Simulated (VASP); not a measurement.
Method: PBE GGA, VASP's PBE PAW potentials (set 64) (plane waves; VASP).

Input for VASP

File KPOINTS:
```
kpoints
0
gamma
4 4 4
0 0 0
```

**INCAR**
```
! general
SYSTEM =YSi2
PREC   =Accurate
ENCUT  =300   ! plane-wave cut-off (eV)
LREAL  =F
LASPH  =T   ! aspherical one-centre terms

! electronic loop
EDIFF  =1E-6
NELM   =100   ! most electronic steps
ALGO   =Normal   ! blocked Davidson
LMAXMIX=4

! smearing
ISMEAR =0
SIGMA  =0.272   ! width (eV)

! functional
GGA    =PE

! ions
ISIF   =2   ! forces and stress, cell fixed

! output
LWAVE  =F
LCHARG =F
```

### POSCAR
```
YSi2
4.7224450
  0.0000000000   0.9668557283   1.0000000000
  0.5613706459   0.0000000000   1.0000000000
  0.5613706459   0.9668557283   0.0000000000
Si Y
4 2
Cartesian
  0.5677601666   1.2811756913   0.9945570000
  0.5570952471   0.6561344024   1.0016110000
  0.8406811722   1.1399364397   1.4890290000
  0.8345016041   1.7590770082   1.5005640000
  0.0101366698  -0.0052683969   0.0056800000
  0.2773625701   0.4866503943   0.5085580000
```

POTCAR, in this order: Si Y_sv (PBE.64 set). Program: vasp_std.

Output

File OSZICAR:
```
       N       E                     dE             d eps       ncg     rms          rms(c)
DAV:   1     0.112508328767E+03    0.11251E+03   -0.13151E+04  1656   0.101E+03
DAV:   2    -0.273534244561E+02   -0.13986E+03   -0.13747E+03  2054   0.236E+02
DAV:   3    -0.363906044441E+02   -0.90372E+01   -0.88990E+01  2917   0.431E+01
DAV:   4    -0.366418730505E+02   -0.25127E+00   -0.25113E+00  2036   0.764E+00
DAV:   5    -0.366500073910E+02   -0.81343E-02   -0.81340E-02  2585   0.120E+00    0.509E+01
DAV:   6    -0.360642112788E+02    0.58580E+00   -0.13609E+00  1943   0.566E+00    0.330E+01
DAV:   7    -0.360350700422E+02    0.29141E-01   -0.14761E+00  2935   0.574E+00    0.316E+00
DAV:   8    -0.359934894506E+02    0.41581E-01   -0.46743E-01  1901   0.327E+00    0.588E-01
DAV:   9    -0.359927511308E+02    0.73832E-03   -0.29672E-02  2206   0.854E-01    0.521E-01
DAV:  10    -0.359926760295E+02    0.75101E-04   -0.92795E-04  2624   0.170E-01    0.245E-01
DAV:  11    -0.359926725051E+02    0.35244E-05   -0.38679E-04  2441   0.993E-02    0.156E-01
DAV:  12    -0.359926673786E+02    0.51265E-05   -0.36196E-05  2164   0.361E-02    0.594E-02
DAV:  13    -0.359926665515E+02    0.82715E-06   -0.45469E-06  1829   0.122E-02
   1 F= -.35992667E+02 E0= -.35911698E+02  d E =-.161937E+00
```

OUTCAR:
```
------------------------ aborting loop because EDIFF is reached ----------------------------------------
  FORCE on cell =-STRESS in cart. coord.  units (eV):
  Direction    XX          YY          ZZ          XY          YZ          ZX
  --------------------------------------------------------------------------------------
  Total        2.8905825      0.4684032      3.3756102     -0.1420171     -0.2211341      0.0637214
  in kB       40.5092175      6.5642989     47.3064961     -1.9902562     -3.0990193      0.8930054
  external PRESSURE =      31.4600042 kB  Pullay stress =       0.0000000 kB
  volume of cell :      114.33
      direct lattice vectors                 reciprocal lattice vectors
     0.000000000  4.565923000  4.722445000    -0.188605084  0.109506884  0.105877358
     2.651042000  0.000000000  4.722445000     0.188605084 -0.109506884  0.105877358
     2.651042000  4.565923000  0.000000000     0.188605084  0.109506884 -0.105877358
 POSITION                                       TOTAL-FORCE (eV/Angst)
 -----------------------------------------------------------------------------------
      2.68122      6.05028      4.69674        -0.169977     -0.480040      0.507573
      2.63085      3.09856      4.73005         0.238447      0.311392      0.176524
      3.97007      5.38329      7.03186        -0.127978      0.420821      0.205506
      3.94089      8.30714      7.08633         0.236099     -0.385971      0.420169
      0.04787      4.54104      4.74927        -0.383956      0.265543     -0.601193
      1.30983      2.29818      2.40164         0.207365     -0.131745     -0.708579
 -----------------------------------------------------------------------------------
    total drift:                                0.000028      0.000028      0.000062
  FREE ENERGIE OF THE ION-ELECTRON SYSTEM (eV)
  ---------------------------------------------------
  free  energy   TOTEN  =       -35.9926665515 eV

  energy  without entropy=      -35.8307293384  energy(sigma->0) =      -35.91169794
```
(Selected blocks of OUTCAR.)

At this cut-off the stress carries a Pulay error, which pulls relaxed volumes low.

The structure was generated: YSi2 was put into an ordered model structure, which need not be its known phase. The cell was not relaxed at this level, atoms are displaced from their ideal sites. The k-mesh is coarse (spacing up to 0.38 per Å, 2π included), so the numbers may not be converged in it.
